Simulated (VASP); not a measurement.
VASP runs on Pb (fcc) share one base input (PBE GGA, plane waves, VASP's PBE PAW potentials (set 64)) and change the settings named in each case.

KPOINTS:
```
Automatic mesh
0
Gamma
11 11 11
0 0 0
```

INCAR:
```
ALGO  =  Normal
EDIFF  =  1E-6
ENCUT  =  400
GGA  =  PE
ISIF  =  2
ISMEAR  =  1
LASPH  =  T
LCHARG  =  F
LMAXMIX  =  4
LREAL  =  F
LWAVE  =  F
NELM  =  100
PREC  =  Accurate
SIGMA  =  0.1
SYSTEM  =  Pb
```

### POSCAR
```
Pb
3.5001790
  0.0000000000   0.7071066937   0.7071066937
  0.7071066937   0.0000000000   0.7071066937
  0.7071066937   0.7071066937   0.0000000000
Pb
1
Cart
  0.0000000000   0.0000000000   0.0000000000
```

POTCAR, in this order: Pb_d (PBE.64 set). Program: vasp_std.

```json
[
 {"change": "base run", "E(σ→0) (eV/atom)": "-3.5558", "pressure (GPa)": "2.20"},
 {"change": "IVDW = 12", "E(σ→0) (eV/atom)": "-3.9655", "pressure (GPa)": "0.00"},
 {"change": "AGGAC = 0.0, GGA = BO, LUSE_VDW = .TRUE., PARAM1 = 0.1833333333, PARAM2 = 0.22", "E(σ→0) (eV/atom)": "-0.3434", "pressure (GPa)": "1.76"},
 {"change": "IVDW = 11", "E(σ→0) (eV/atom)": "-3.8005", "pressure (GPa)": "0.60"},
 {"change": "GGA = RE", "E(σ→0) (eV/atom)": "-3.2219", "pressure (GPa)": "3.37"},
 {"change": "GGA = AM", "E(σ→0) (eV/atom)": "-3.6977", "pressure (GPa)": "-0.43"},
 {"change": "IVDW = 13", "E(σ→0) (eV/atom)": "-3.9866", "pressure (GPa)": "0.03"}
]
```
 Energies of different potentials or functionals have different zeros. Unless said otherwise, spin-orbit coupling is left out, though it shifts the bands of the heavy elements here.

Left out are runs that ran out of time, are held back, or changed the cell or the kind of run, fixed moments of cells without a moment, rows past the twelfth, gaps on odd meshes, pressures of charged cells and columns that move by less than the noise.

The compound is Pb in the fcc structure. The cell was not relaxed at this level.
